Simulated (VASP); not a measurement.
A run of VASP 6.6.1:

Contents of INCAR:

```
ALGO = Fast ; EDIFF = 1E-7
EDIFFG = -0.01 ; ENCUT = 300
GGA = PE ; IBRION = 2
ISIF = 4 ; ISMEAR = 0
KPAR = 2 ; LASPH = T
LCHARG = F ; LREAL = F
LWAVE = F ; NELM = 80
NSW = 40 ; PREC = Accurate
SIGMA = 0.03
```

The input KPOINTS:

```
k-points
0
Gamma
  5 5 1
```

Contents of POSCAR:

```
WSe2                                    
1.0
    3.2473625564      0.0000000000      0.0000000000
   -1.6236812782      2.8122984691     -0.0000000000
    0.0000000000      0.0000000000     14.3501093407
  W               Se            
     2     4
Direct
     0.3333333332999970    0.6666666667000030    0.2500000000000000
     0.6666666667000030    0.3333333332999970    0.7500000000000000
     0.3333333332999970    0.6666666667000030    0.6355301918899666
     0.6666666667000030    0.3333333332999970    0.1355301918899666
     0.3333333332999970    0.6666666667000030    0.8644698081100334
     0.6666666667000030    0.3333333332999970    0.3644698081100334
```

Potentials or basis: VASP PAW PBE potentials, release 64 (W, Se).

Run with:

```sh
$ cat potpaw_PBE.64/W/POTCAR potpaw_PBE.64/Se/POTCAR > POTCAR
$ mpirun -np 2 vasp_std > vasp.out
```

Hardware: 2 MPI ranks on Intel(R) Xeon(R) 6975P-C (Granite Rapids), on a shared host.

Problem. How long does it take, and how much memory?

Solution. Run time: 34 s on 2 MPI ranks on Intel(R) Xeon(R) 6975P-C (Granite Rapids), with other jobs on the host, peak memory 0.15 GiB a rank. Counts: scf iterations 95, k points 5, ion steps 8.
